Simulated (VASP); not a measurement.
Method: MS2 meta-GGA, VASP's PBE PAW potentials (set 64) (plane waves; VASP).

The input files of a VASP run:

### KPOINTS
```
Automatic
0
gamma
  11 11 11
```

**POSCAR**
```
MgO
1
    0.0000000000     2.1188511145     2.1188511145
    2.1188511145     0.0000000000     2.1188511145
    2.1188511145     2.1188511145     0.0000000000
Mg O
1 1
Direct
  0.0000000000   0.0000000000   0.0000000000
  0.5000000000   0.5000000000   0.5000000000
```

**INCAR**
```
! general
SYSTEM  = MgO
PREC    = Accurate
ENCUT   = 520   ! plane-wave cut-off (eV)
LREAL   = .FALSE.
LASPH   = .TRUE.

! electronic loop
EDIFF   = 1E-7   ! SCF stop (eV)
NELM    = 100
ALGO    = Normal   ! blocked Davidson
LMIXTAU = .TRUE.

! smearing
ISMEAR  = 0   ! Gaussian
SIGMA   = 0.05

! functional
METAGGA = MS2

! ions
ISIF    = 2   ! forces and stress, cell fixed

! output
LWAVE   = .FALSE.
LCHARG  = .FALSE.
```

POTCAR, in this order: Mg O (PBE.64 set). Program: vasp_std.

Output

### OSZICAR
```
       N       E                     dE             d eps       ncg     rms          rms(c)
DAV:   1     0.523088917078E+01    0.52309E+01   -0.48449E+03  1024   0.888E+02
DAV:   2    -0.241593827942E+02   -0.29390E+02   -0.28103E+02  1120   0.151E+02
DAV:   3    -0.246087160859E+02   -0.44933E+00   -0.44933E+00  1072   0.218E+01
DAV:   4    -0.246096133218E+02   -0.89724E-03   -0.89724E-03  1280   0.927E-01
DAV:   5    -0.246096138428E+02   -0.52098E-06   -0.52098E-06  1120   0.150E-02    0.703E+00
DAV:   6    -0.160590563841E+02    0.85506E+01   -0.11660E+01   896   0.266E+01    0.213E+00
DAV:   7    -0.185454191447E+02   -0.24864E+01   -0.72238E-01   896   0.137E+01    0.168E+00
DAV:   8    -0.144783437848E+02    0.40671E+01   -0.26133E+00   904   0.114E+01    0.228E+00
DAV:   9    -0.178569638206E+02   -0.33786E+01   -0.71737E+00   896   0.213E+01    0.269E+00
DAV:  10    -0.178559887442E+02    0.97508E-03   -0.72880E-01   896   0.802E+00    0.823E-01
DAV:  11    -0.178707269048E+02   -0.14738E-01   -0.86473E-03   912   0.106E+00    0.659E-01
DAV:  12    -0.178710599204E+02   -0.33302E-03   -0.62245E-02   896   0.303E+00    0.604E-01
DAV:  13    -0.178825458424E+02   -0.11486E-01   -0.32045E-02   896   0.174E+00    0.138E-01
DAV:  14    -0.178836367006E+02   -0.10909E-02   -0.61988E-03   928   0.832E-01    0.435E-02
DAV:  15    -0.178836475873E+02   -0.10887E-04   -0.35761E-04   928   0.235E-01    0.270E-02
DAV:  16    -0.178836416351E+02    0.59521E-05   -0.80923E-05   928   0.127E-01    0.209E-02
DAV:  17    -0.178837335878E+02   -0.91953E-04   -0.26725E-05   992   0.718E-02    0.123E-02
DAV:  18    -0.178837300945E+02    0.34933E-05   -0.88180E-06   920   0.323E-02    0.688E-03
DAV:  19    -0.178837401528E+02   -0.10058E-04   -0.38328E-06  1040   0.177E-02    0.266E-03
DAV:  20    -0.178837406137E+02   -0.46092E-06   -0.11433E-06   912   0.151E-02    0.778E-04
DAV:  21    -0.178837452849E+02   -0.46712E-05   -0.20322E-07   944   0.662E-03    0.320E-04
DAV:  22    -0.178837439663E+02    0.13187E-05   -0.20564E-08   496   0.225E-03    0.850E-05
DAV:  23    -0.178837449582E+02   -0.99199E-06   -0.52683E-09   528   0.108E-03    0.670E-05
DAV:  24    -0.178837446055E+02    0.35277E-06   -0.25132E-09   496   0.592E-04    0.141E-05
DAV:  25    -0.178837446734E+02   -0.67973E-07   -0.92621E-11   528   0.129E-04
   1 F= -.17883745E+02 E0= -.17883745E+02  d E =-.481068E-21
```

**OUTCAR**
```
------------------------ aborting loop because EDIFF is reached ----------------------------------------
  FORCE on cell =-STRESS in cart. coord.  units (eV):
  Direction    XX          YY          ZZ          XY          YZ          ZX
  --------------------------------------------------------------------------------------
  Total       -0.5520081     -0.5520081     -0.5520081     -0.0000000     -0.0000000      0.0000000
  in kB      -46.4862752    -46.4862752    -46.4862752     -0.0000000     -0.0000000      0.0000000
  external PRESSURE =     -46.4862752 kB  Pullay stress =       0.0000000 kB
  volume of cell :       19.03
      direct lattice vectors                 reciprocal lattice vectors
     0.000000000  2.118851114  2.118851114    -0.235976939  0.235976939  0.235976939
     2.118851114  0.000000000  2.118851114     0.235976939 -0.235976939  0.235976939
     2.118851114  2.118851114  0.000000000     0.235976939  0.235976939 -0.235976939
  FREE ENERGIE OF THE ION-ELECTRON SYSTEM (eV)
  ---------------------------------------------------
  free  energy   TOTEN  =       -17.8837446734 eV

  energy  without entropy=      -17.8837446734  energy(sigma->0) =      -17.88374467
```
(Selected blocks of OUTCAR.)

The compound is MgO in the rock salt structure. This cell is one point of a volume scan, at 1.03 of the reference volume.
